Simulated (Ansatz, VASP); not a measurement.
## Cu2Ge: VASP beside Ansatz

File INCAR:

```
  PREC = Accurate
  ENCUT = 520
  EDIFF = 1E-6
  ISMEAR = 0
  SIGMA = 0.1
  LREAL = False
  LASPH = True
  NELM = 80
  ALGO = Normal
  ISIF = 2
  LWAVE = False
  LCHARG = False
  GGA = PE
  NBANDS = 45
```

Contents of KPOINTS:

```
Automatic mesh
0
Gamma
  6 6 2
```

File POSCAR:

```
Cu2Ge
1.0
    3.9927154700      0.0000000000      0.0000000000
   -1.9963577300      3.4577930200      0.0000000000
    0.0000000000      0.0000000000      7.4838456200
Cu Ge
4 2
Direct
    0.0000000000      0.0000000000      0.6159096000
    0.0000000000      0.0000000000      0.3840904000
    0.0000000000      0.0000000000      0.1364932300
    0.0000000000      0.0000000000      0.8635067700
    0.3333333300      0.6666666700      0.5000000000
    0.6666666700      0.3333333300      0.5000000000
```

Input for Ansatz:

```yaml
crystal:
  lattice:
    - [3.99271547, 0.0, 0.0]
    - [-1.99635773, 3.45779302, 0.0]
    - [0.0, 0.0, 7.48384562]
  atoms:
    - { symbol: Cu, position: [0.0, 0.0, 0.6159096] }
    - { symbol: Cu, position: [0.0, 0.0, 0.3840904] }
    - { symbol: Cu, position: [0.0, 0.0, 0.13649323] }
    - { symbol: Cu, position: [0.0, 0.0, 0.86350677] }
    - { symbol: Ge, position: [0.33333333, 0.66666667, 0.5] }
    - { symbol: Ge, position: [0.66666667, 0.33333333, 0.5] }
basis:
  ecutwfc: 420
kpoints:
  mp_grid: { grid: [6, 6, 2] }
hamiltonian:
  xc: pbe
scf:
  occupations: { method: gaussian, width: 0.1 }
  lower_state_search: "off"
output:
  forces: true
  stress: true
  eigenvalues: true
```

Alike in both runs: task single point; functional PBE; k mesh 6 × 6 × 2; occupations gaussian, width 0.1 eV; no spin polarisation.

|  | VASP | Ansatz |
| --- | --- | --- |
| version | VASP 6.6.1 | Ansatz 0.2.0 |
| potentials or method | VASP PAW PBE potentials, release 64 (Cu, Ge_d) | scalar-relativistic, plane waves, PAW |
| plane-wave cutoff (eV) | 520 | 420 |
| valence electrons in the cell | 72 | 104 |

|  | VASP | Ansatz | Ansatz less VASP |
| --- | --- | --- | --- |
| gap on the k mesh at the Fermi level (eV) | none | none | - |
| rms of the force components (eV/Å) | 3.641 | 3.630 | -0.0110 |

Atom by atom the forces differ by 0.035 eV/Å (rms over components). A gap of «none» marks a metal or a gap that the smearing closes. With one functional, cell and mesh, what is left measures potentials, basis and numerics. The two sets of potentials don't hold the same shells in valence.

Caveats: the k mesh is coarse (spacing up to 0.42 Å⁻¹), so the values aren't converged; forces of over 1 eV/Å show positions far from the minimum, so gaps and moduli don't describe the material at rest.
